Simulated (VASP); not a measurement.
# Mg2Sn: energy against volume

Mg2Sn (antifluorite, Fm-3m, 25.548 Å³/atom and stress up to 0.06 GPa in the relaxed cell, cube axes along x, y and z) under an equal strain ε along all three axes. PBEsol in VASP (plane waves, PAW), 480 eV, 8×8×8 Γ-centred mesh, Methfessel-Paxton smearing 0.10 eV; ions are relaxed, or left where forces stay under 0.02 eV/Å, within the symmetry of each cell.

Here V stands for volume and E for E less E0.

```
volume (Å³/atom)  E less E0 (meV/atom)  pressure (GPa)
----------------  --------------------  --------------
23.3166                              ?               ?
24.0452                          13.17            2.97
24.4151                           7.22            2.14
24.7888                           3.09            1.36
25.1663                           0.71            0.63
25.5476                           0.00           -0.06
25.9327                           0.87           -0.70
26.3217                           3.25           -1.29
26.7145                           7.07           -1.85
27.1113                          12.26           -2.36
```

Taking the third-order Birch-Murnaghan form, a cubic in V^(-2/3) for E over the 9 complete rows: With u = V^(-2/3) - 0.1153, the rows have u = 0.0047368, 0.0035213, 0.0023241, 0.0011449, -0.0000166, -0.0011608, -0.0022881, -0.0033987, -0.0044932. Least squares gives E = -0.003 - 59.0·u + 596877·u² + 578212·u³. Residuals (row less fit): -0.001, 0.005, -0.001, -0.003, 0.002, 0.001, 0.000, 0.001, 0.000; standard error 0.003 (degrees of freedom: 5). Its minimum lies at u = 0.0000494, so V0 = (0.1153494)^(-3/2) = 25.53. There d²E/du² = 1194000 and d³E/du³ = 3469000, so B0 = (4/9) × 25.53^(-7/3) × 1194000 × 0.160218 = 44.3 GPa (the last factor turns the table's units into GPa), and B0' = 4 + (2/3) × 0.1153494 × (3469000)/1194000 = 4.2. B0' rests on the cubic coefficient alone and has a standard error of 0.1 from these residuals.

### Question
Predict the withheld E at V = 23.3166 from the fit, and compare with the calculation.

### Answer
u = 0.0072246, so E = -0.003 - 59.0 × 0.0072246 + 596877 × 0.0072246² + 578212 × 0.0072246³ = 30.943 meV/atom. The calculation gives 30.82 meV/atom, 0.123 meV/atom below the prediction (0.4 % of the range of E in the table). The row lies outside the fitted rows, so this is an extrapolation. The scatter of the fitted rows lies at the last printed digit.

This level leaves no gap over 0.05 eV at strain -3.00, -2.00, -1.50, -1.00, -0.50, 0.00, 0.50, 1.00, 1.50, 2.00 %. Other structures, which can take over under pressure, weren't tried. The same form fitted to the pressure column gives B0' = 4.2; series where the two differ by over 0.4 aren't shown. Rows are the converged runs of the series near zero and its far end, less any whose ions stayed unrelaxed beside relaxed ones; series whose fitted rows scatter by over a few per cent of the range, as at a crossing or softening among them, aren't shown in this form.
